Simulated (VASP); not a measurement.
Output of a VASP run:

### OSZICAR
```
       N       E                     dE             d eps       ncg     rms          rms(c)
DAV:   1     0.514892070431E+02    0.51489E+02   -0.26710E+03   464   0.654E+02
DAV:   2     0.331027303983E+01   -0.48179E+02   -0.47608E+02   632   0.115E+02
DAV:   3    -0.791206988013E+00   -0.41015E+01   -0.41002E+01   472   0.419E+01
DAV:   4    -0.843130118251E+00   -0.51923E-01   -0.51918E-01   856   0.576E+00
DAV:   5    -0.843140013910E+00   -0.98957E-05   -0.98957E-05   600   0.734E-02    0.130E-01
DAV:   6    -0.843630960258E+00   -0.49095E-03   -0.14078E-03   760   0.216E-01    0.882E-02
DAV:   7    -0.844555530897E+00   -0.92457E-03   -0.35589E-03   608   0.355E-01    0.366E-02
DAV:   8    -0.844654421695E+00   -0.98891E-04   -0.13476E-04   648   0.892E-02    0.394E-03
DAV:   9    -0.844655832060E+00   -0.14104E-05   -0.27322E-06   824   0.100E-02    0.258E-03
DAV:  10    -0.844655150339E+00    0.68172E-06   -0.76235E-07   640   0.481E-03    0.442E-04
DAV:  11    -0.844655264838E+00   -0.11450E-06   -0.23160E-08   768   0.101E-03    0.173E-04
DAV:  12    -0.844655333220E+00   -0.68381E-07   -0.67590E-09   664   0.467E-04    0.266E-05
DAV:  13    -0.844655330470E+00    0.27497E-08   -0.10983E-10   392   0.639E-05
   1 F= -.84465533E+00 E0= -.84369137E+00  d E =-.844655E+00
```

**OUTCAR**
```
------------------------ aborting loop because EDIFF is reached ----------------------------------------
  FORCE on cell =-STRESS in cart. coord.  units (eV):
  Direction    XX          YY          ZZ          XY          YZ          ZX
  --------------------------------------------------------------------------------------
  Total        0.0058540      0.0058540      0.0058540      0.0000000      0.0000000     -0.0000000
  in kB        0.0807859      0.0807859      0.0807859      0.0000000      0.0000000     -0.0000000
  external PRESSURE =       0.0807859 kB  Pullay stress =       0.0000000 kB
  volume of cell :      116.10
      direct lattice vectors                 reciprocal lattice vectors
    -3.073185369  3.073185369  3.073185369     0.000000000  0.162697638  0.162697638
     3.073185369 -3.073185369  3.073185369     0.162697638  0.000000000  0.162697638
     3.073185369  3.073185369 -3.073185369     0.162697638  0.162697638  0.000000000
 POSITION                                       TOTAL-FORCE (eV/Angst)
 -----------------------------------------------------------------------------------
      0.00000      0.00000      0.00000        -0.000000     -0.000000     -0.000000
 -----------------------------------------------------------------------------------
    total drift:                               -0.000000     -0.000000      0.000000
  FREE ENERGIE OF THE ION-ELECTRON SYSTEM (eV)
  ---------------------------------------------------
  free  energy   TOTEN  =        -0.8446553305 eV

  energy  without entropy=       -0.8417634638  energy(sigma->0) =       -0.84369137

 reached required accuracy - stopping structural energy minimisation
```
(Selected blocks of OUTCAR.)

**POSCAR**
```
Cs
1
   -3.0731853690     3.0731853690     3.0731853690
    3.0731853690    -3.0731853690     3.0731853690
    3.0731853690     3.0731853690    -3.0731853690
Cs
1
Direct
  0.0000000000   0.0000000000   0.0000000000
```

Task: Write an INCAR and KPOINTS that could have produced this output.

Result: Several could match; the one computed here: the input of the run itself, PBE GGA, plane waves, VASP's PBE PAW potentials (set 64).

**KPOINTS**
```
Automatic mesh
0
Gamma
8 8 8
0 0 0
```

**INCAR**
```
# general
SYSTEM  = Cs
PREC    = Accurate
ENCUT   = 400
LREAL   = .FALSE.   # projection in real space or not
LASPH   = .TRUE.

# electronic loop
EDIFF   = 1E-8   # SCF stop (eV)
NELM    = 100
ALGO    = Normal
LMAXMIX = 4   # l cut-off of mixed one-centre charges

# smearing
ISMEAR  = 1   # Methfessel-Paxton
SIGMA   = 0.1   # width (eV)

# functional
GGA     = PE

# ions
IBRION  = 1   # quasi-Newton
NSW     = 30   # most ionic steps
ISIF    = 2   # forces and stress, cell fixed
EDIFFG  = -0.001

# output
LWAVE   = .FALSE.
LCHARG  = .FALSE.
```

POTCAR, in this order: Cs_sv (PBE.64 set). Program: vasp_std.

The compound is Cs in the bcc structure. It was relaxed first. The start is the result of an earlier pass.
